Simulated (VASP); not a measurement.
# H6C2O in VASP: notebook, part 2 of 2

VASP 6.6.1. Earlier steps stand in the parts before.

## 4. Single point, PBE+D3(BJ)

Contents of INCAR:

```
SYSTEM = H6C2O
PREC = Accurate ; ENCUT = 520
EDIFF = 1E-7 ; ISMEAR = -1
SIGMA = 0.02 ; LREAL = Auto
LASPH = .True. ; NELM = 60
ALGO = Normal ; ISIF = 2
LWAVE = .False. ; LCHARG = .False.
GGA = PE ; IVDW = 12
NBANDS = 64
```

Contents of KPOINTS:

```
Automatic mesh
0
Gamma
  1 1 1
  0 0 0
```

Contents of POSCAR:

```
H6C2O
1.0
    7.2936330000      0.0000000000      0.0000000000
    0.0000000000      7.2936330000      0.0000000000
    0.0000000000      0.0000000000      7.2936330000
C O H
8 4 24
Direct
    0.2865650081      0.2984246671      0.7671622633
    0.3630015385      0.4650768691      0.8750097517
    0.9497050373      0.9377082724      0.9875873930
    0.8495628996      0.8868557000      0.8143403980
    0.8712393398      0.4583723914      0.4390404617
    0.8596264715      0.3165637756      0.2653821491
    0.2215356874      0.8601748950      0.4156913297
    0.3743813268      0.9260816934      0.2743351633
    0.2356713040      0.6111768991      0.8449424313
    0.6499367325      0.9099169097      0.8488225278
    0.6706945633      0.2669040244      0.2813001422
    0.3863643811      0.7691228774      0.1610582819
    0.2469139865      0.6884497753      0.9543117950
    0.3966884542      0.4303890804      1.0188475346
    0.4932932600      0.4999840272      0.8186592333
    0.3780557645      0.1825290634      0.7703019880
    0.1590839572      0.2610221819      0.8181108098
    0.2750481139      0.3344423828      0.6278078428
    0.6236261134      1.0416345325      0.8719522904
    0.8829618929      0.9559707762      0.6846245211
    0.8558149279      0.7407556700      0.7770201764
    1.1004255355      0.9279600441      0.9731364328
    0.9146881945      1.0774054576      1.0258262241
    0.9239976840      0.8385532971      1.0863036295
    0.6560653655      0.1487324630      0.2310234145
    0.8740500105      0.3943302330      0.1351726910
    0.9706685269      0.2041917930      0.2570735325
    1.0178192404      0.4878501564      0.4494742195
    0.8013701814      0.5856340729      0.4036397225
    0.8111869627      0.3893670000      0.5560054914
    0.4873839964      0.7937196730      0.0874050010
    0.2981915871      1.0383439913      0.1946492235
    0.5011905589      0.9817603929      0.3291363851
    0.1574112654      0.9727662469      0.5042068884
    0.1197345685      0.8057849908      0.3284645663
    0.2475858053      0.7405500112      0.5108839449
```

On the command line:

```sh
$ cat potpaw_PBE.64/C/POTCAR potpaw_PBE.64/O/POTCAR potpaw_PBE.64/H/POTCAR > POTCAR
$ mpirun -np 1 vasp_gam > vasp.out
```

Wall time 1.7 min (1 thread of Intel Xeon Platinum 8259CL at 2.50GHz (Skylake/Cascade Lake), shared host); peak memory 0.35 GiB.

The run converged. Its results:

- Free energy: -187.6033 eV
- Pressure: 0.5 GPa
- Largest force: 3.989 eV/Å
- Band gap on the k mesh: 4.42 eV, direct
- Dispersion energy per atom: -0.036 eV

Forces in eV/Å, atoms in the order of the input:
```
C    2.066  1.080  0.999
C   -0.801 -1.356 -0.594
C    1.493  0.735 -2.108
C   -1.616 -0.536 -0.241
C    1.483 -1.370 -2.627
C    0.076  2.063  1.315
C    0.990  1.041  1.687
C   -3.876  0.178  0.926
O   -0.007 -0.027  0.779
O    0.101  0.675  0.138
O    0.203  0.095  0.145
O   -0.661 -0.354  0.964
H   -0.005  0.134 -0.053
H   -0.701  0.195  0.090
H    1.217  0.467 -0.707
H    0.473 -0.632  0.189
H   -1.992 -0.622  0.783
H   -0.255  0.502 -1.561
H    0.336 -0.785 -0.295
H    0.300  0.545  0.263
H    0.322  0.016  0.375
H   -0.192  0.365 -0.301
H   -0.025  0.093  0.259
H   -0.923 -1.211  1.823
H   -0.402 -1.492 -0.771
H    0.266  0.069  0.156
H   -1.330  0.750  0.775
H    0.101  0.211  0.702
H   -0.334 -0.003  0.012
H    0.047 -0.023  0.406
H    2.287  0.035 -2.147
H    0.922 -0.416  0.526
H    0.372 -0.371  0.338
H    0.678 -0.728 -0.835
H   -1.311 -0.240 -0.899
H    0.700  0.919 -0.511
```

Stress tensor (GPa, compression positive):
```
 1.21  1.63 -0.01
 1.63 -0.06 -0.42
-0.01 -0.42  0.31
```

Levels at points of the mesh, in eV from the valence-band top:
```tsv
k point	band 38	band 39	band 40	band 41	band 42	band 43
(0.00, 0.00, 0.00)	-0.75	-0.51	0.00	4.42	5.81	6.10
```

## 5. Single point, PBE+D3(BJ)

Contents of INCAR:

```
SYSTEM = H6C2O
ALGO = Fast ; EDIFF = 1E-6
ENCUT = 520 ; GGA = PE
ISIF = 2 ; ISMEAR = -1
IVDW = 12 ; LASPH = .True.
LCHARG = .False. ; LREAL = Auto
LWAVE = .False. ; NBANDS = 64
NELM = 60 ; PREC = Accurate
SIGMA = 0.02
```

Contents of KPOINTS:

```
k-points
0
Gamma
  1 1 1
  0 0 0
```

Contents of POSCAR:

```
H6C2O
1.0
    7.2936330000      0.0000000000      0.0000000000
    0.0000000000      7.2936330000      0.0000000000
    0.0000000000      0.0000000000      7.2936330000
C O H
8 4 24
Direct
    0.3054444884      0.3003441495      0.7456092183
    0.3655928397      0.4635275726      0.8558560597
    0.9809926000      0.9337184912      0.9319086935
    0.8299567582      0.8676882975      0.7974900848
    0.8906398224      0.4679972244      0.4310746099
    0.8313003958      0.3369377099      0.2725802080
    0.2057548001      0.8653163657      0.4365314241
    0.3377466346      0.8999904437      0.2914459776
    0.2428145206      0.6049797131      0.8279961440
    0.6415458524      0.8862524341      0.8619024291
    0.6813614011      0.1983647930      0.3126836790
    0.3752176727      0.7634192727      0.1543263830
    0.2543177042      0.6837059117      0.9312642959
    0.3721053692      0.4174325744      1.0025867767
    0.5062634767      0.4918810694      0.7962424213
    0.4047091484      0.1734115221      0.7836286800
    0.1563692607      0.2304338592      0.7690131927
    0.2876618552      0.3154532179      0.5897335388
    0.5687014962      0.9653899504      0.7822987529
    0.8486580008      0.9518164679      0.6705848786
    0.8513315655      0.7192300463      0.7654621503
    1.1261603100      0.9114250744      0.8806310929
    0.9563135409      1.0787490953      0.9385446183
    0.9596726350      0.8592562856      1.0677943351
    0.6589720102      0.1583847172      0.1899602023
    0.7656266774      0.4301834216      0.1568902631
    0.9564780679      0.2629279537      0.2478325959
    0.9922764142      0.5607767761      0.3659356044
    0.7673816327      0.5263494887      0.4815158646
    0.9566700162      0.3846916893      0.5408141594
    0.4777591634      0.8211682710      0.0806045492
    0.2948736247      1.0256205652      0.2284595345
    0.4718636104      0.9291254441      0.3517588560
    0.2382351840      0.9615646962      0.5453934959
    0.0587772925      0.8881856271      0.4067657366
    0.2137343626      0.7265377899      0.4900575612
```

Potentials or basis: VASP PAW PBE potentials, release 64 (C, O, H).

On the command line:

```sh
$ cat potpaw_PBE.64/C/POTCAR potpaw_PBE.64/O/POTCAR potpaw_PBE.64/H/POTCAR > POTCAR
$ mpirun -np 1 vasp_gam > vasp.out
```

OUTCAR:

```text
SYSTEM = H6C2O
   EDIFF = 1E-6
   ENCUT = 520
   GGA = PE
   ISIF = 2
   ISMEAR = -1
   IVDW = 12
   LASPH = .True.
   LREAL = Auto
   NELM = 60
   PREC = Accurate
 IVDW          = 12

 ion  position               nearest neighbor table
   1  0.305  0.300  0.746-  18 1.15  16 1.21  17 1.21   2 1.50
   2  0.366  0.464  0.856-  14 1.12  15 1.13   9 1.38   1 1.50
   3  0.981  0.934  0.932-  23 1.07  22 1.13  24 1.14   4 1.55
   4  0.830  0.868  0.797-  21 1.12  20 1.12  10 1.46   3 1.55
   5  0.891  0.468  0.431-  29 1.06  28 1.11  30 1.11   6 1.56
[... 334 lines left out ...]
  Total      -9.47043    -0.02333    -1.16247    -2.17400     5.37025    -2.02999
  in kB     -39.10648    -0.09635    -4.80022    -8.97715    22.17550    -8.38250
  external pressure =      -14.67 kB  Pullay stress =        0.00 kB

 VOLUME and BASIS-vectors are now :
 -----------------------------------------------------------------------------
  energy-cutoff  :      520.00
  volume of cell :      388.00
      direct lattice vectors                 reciprocal lattice vectors
     7.293633000  0.000000000  0.000000000     0.137105884  0.000000000  0.000000000
     0.000000000  7.293633000  0.000000000     0.000000000  0.137105884  0.000000000
     0.000000000  0.000000000  7.293633000     0.000000000  0.000000000  0.137105884

 POSITION                                       TOTAL-FORCE (eV/Angst)
 -----------------------------------------------------------------------------------
      2.22780      2.19060      5.43820        -1.650793     -4.127659     -0.976265
      2.66650      3.38080      6.24230         0.679185     -1.626171     -0.430237
      7.15500      6.81020      6.79700        -0.638959     -1.306363      0.342018
      6.05340      6.32860      5.81660         0.766591     -0.424100     -0.958636
      6.49600      3.41340      3.14410         0.077826     -2.164167     -0.923510
      6.06320      2.45750      1.98810        -1.782253      1.324712     -0.016311
[... 28 lines left out ...]
      0.42870      6.47810      2.96680         0.230222      0.017221     -0.442191
      1.55890      5.29910      3.57430         0.219565     -0.277611      0.444218
 -----------------------------------------------------------------------------------
    total drift:                               -0.013999     -0.004314      0.005547

  FREE ENERGIE OF THE ION-ELECTRON SYSTEM (eV)
  ---------------------------------------------------
  free  energy   TOTEN  =      -187.4693731188 eV

  energy  without entropy=     -187.4693731188  energy(sigma->0) =     -187.46937312
```

Run time: 96 s. Hardware: 1 thread of Intel Xeon Platinum 8259CL at 2.50GHz (Skylake/Cascade Lake), shared host; peak memory 0.38 GiB.

What came out:

```yaml
Free_energy: -187.4694 eV
Pressure: -1.5 GPa
Largest_force: 4.551 eV/Å
Band_gap_on_the_k_mesh: 4.49 eV, direct
Dispersion_energy_per_atom: -0.036 eV
```

Forces in eV/Å, atoms in the order of the input:
```
C   -1.651 -4.128 -0.976
C    0.679 -1.626 -0.430
C   -0.639 -1.306  0.342
C    0.767 -0.424 -0.959
C    0.078 -2.164 -0.924
C   -1.782  1.325 -0.016
C   -1.536 -1.028  0.945
C    1.616  0.700 -0.768
O   -0.746  0.173 -0.966
O    0.277  0.181  0.588
O    1.554  1.559  0.887
O    0.375  0.325 -0.855
H    0.101  0.984  1.317
H    0.266  0.496 -0.458
H   -0.378  0.273  0.787
H   -1.230  1.886 -0.931
H    2.041  1.486  0.514
H    1.052  0.232  1.240
H    0.459 -0.110 -0.082
H   -0.296 -0.535  0.241
H   -0.122  0.619 -0.009
H   -1.353  0.037  0.209
H    0.203  0.853  0.745
H    0.368  0.849 -0.875
H   -0.446 -0.634 -0.751
H    1.441 -1.298  1.062
H    0.416 -0.483 -1.221
H   -0.506 -0.007  0.526
H   -0.697  1.173  0.628
H   -0.125  0.460 -0.255
H   -0.781 -0.887  0.413
H   -0.124  1.004 -0.849
H    0.209  0.170  0.412
H    0.058  0.105  0.468
H    0.230  0.017 -0.442
H    0.220 -0.278  0.444
```
